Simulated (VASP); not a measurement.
VSe2, 3 atoms in the cell. The structure is trigonal, space group P-3m1 (No. 164). Conventional cell: a = 3.255 Å, b = 3.255 Å, c = 5.966 Å, α = 90.00°, β = 90.00°, γ = 120.00°. V (site symmetry -3m) has 6 Se at 2.44 Å as nearest neighbours. Se (site symmetry 3m) is surrounded by 3 V at 2.44 Å. 

| Property | Result |
| --- | --- |
| Program | VASP 6.6.1 |
| Task | relaxation of cell and atoms |
| Functional | LDA |
| Potentials or basis | VASP PAW LDA potentials, release 64 (V_sv, Se) |
| Cutoff | 520 eV |
| k mesh | 12 × 12 × 6 |
| Occupations | gaussian, width 0.02 eV |
| Spin | collinear spin, ferromagnetic start |
| Starting moments | [1.0, 0.0, 0.0] μB |
| Further INCAR settings | ALGO = Normal; EDIFF = 1e-07; IBRION = 2; EDIFFG = -0.002; NSW = 80; ISIF = 3 |

Potentials or basis: VASP PAW LDA potentials, release 64 (V_sv, Se).

The run is started by

```bash
$ cat potpaw_LDA.64/V_sv/POTCAR potpaw_LDA.64/Se/POTCAR > POTCAR
$ mpirun -np 1 vasp_std > vasp.out
```

Hardware: 1 thread of Intel(R) Xeon(R) 6975P-C (Granite Rapids) (shared host).

Problem. How long does it take, and how much memory?

Solution. It took 3.4 min on 1 thread of Intel(R) Xeon(R) 6975P-C (Granite Rapids), with other jobs on the host, peak memory 0.27 GiB. Counts: scf iterations 62, k points 100, ion steps 9.
